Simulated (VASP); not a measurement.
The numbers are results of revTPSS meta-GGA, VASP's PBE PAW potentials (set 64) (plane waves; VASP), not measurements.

VASP input:

File KPOINTS:
```
Automatic mesh
0
Gamma
9 9 5
0 0 0
```

**INCAR**
```
SYSTEM = GaN
PREC = Accurate
ENCUT = 520
EDIFF = 1E-7
NELM = 100
ALGO = Normal
LREAL = .FALSE.
LASPH = .TRUE.
ISMEAR = -5
METAGGA = RTPSS
LMIXTAU = .TRUE.
LMAXMIX = 4
LWAVE = .FALSE.
LCHARG = .FALSE.
LORBIT = 11
NEDOS = 601
ISIF = 2
LEFG = .TRUE.
```

**KPOINTS_OPT**
```
k-points along high-symmetry lines
6
Line-mode
Reciprocal
  0.000000   0.000000   0.000000 ! GAMMA
  0.000000   0.500000   0.000000 ! M

  0.000000   0.500000   0.000000 ! M
 -0.333333   0.666667   0.000000 ! K

 -0.333333   0.666667   0.000000 ! K
  0.000000   0.000000   0.000000 ! GAMMA

  0.000000   0.000000   0.000000 ! GAMMA
  0.000000   0.000000   0.500000 ! A

  0.000000   0.000000   0.500000 ! A
  0.000000   0.500000   0.500000 ! L

  0.000000   0.500000   0.500000 ! L
 -0.333333   0.666667   0.500000 ! H

 -0.333333   0.666667   0.500000 ! H
  0.000000   0.000000   0.500000 ! A

  0.000000   0.500000   0.500000 ! L
  0.000000   0.500000   0.000000 ! M

 -0.333333   0.666667   0.500000 ! H
 -0.333333   0.666667   0.000000 ! K
```

### POSCAR
```
GaN
1
    1.5994588551    -2.7703439631    -0.0000000000
    1.5994588551     2.7703439631     0.0000000000
    0.0000000000     0.0000000000     5.2052851609
Ga N
2 2
Direct
  0.6666670000   0.3333330000   0.5000812930
  0.3333330000   0.6666670000   0.0000812930
  0.6666670000   0.3333330000   0.8769187070
  0.3333330000   0.6666670000   0.3769187070
```

POTCAR, in this order: Ga_d N (PBE.64 set). Program: vasp_std.

**Question.** Predict the energy per atom (σ→0), band gap (over mesh and band path).

**Answer.** 
| Property | Value |
|---|---|
| energy per atom (σ→0) | -3.905 eV/atom |
| band gap (over mesh and band path) | 1.70 eV |

### OSZICAR
```
...
DAV:  18    -0.156206807358E+02   -0.20384E-05   -0.32404E-06  1910   0.141E-02    0.188E-03
DAV:  19    -0.156206794692E+02    0.12666E-05   -0.13158E-07  1280   0.499E-03    0.846E-04
DAV:  20    -0.156206781618E+02    0.13074E-05   -0.31650E-07  1354   0.448E-03    0.391E-04
DAV:  21    -0.156206779945E+02    0.16735E-06   -0.22818E-08   978   0.190E-03    0.349E-04
DAV:  22    -0.156206780328E+02   -0.38295E-07   -0.61934E-09   870   0.182E-03
   1 F= -.15620678E+02 E0= -.15620678E+02  d E =0.000000E+00
       N       E                     dE             ncg
       N       E                     dE             ncg
```

The compound is GaN in the wurtzite structure. It was relaxed first.
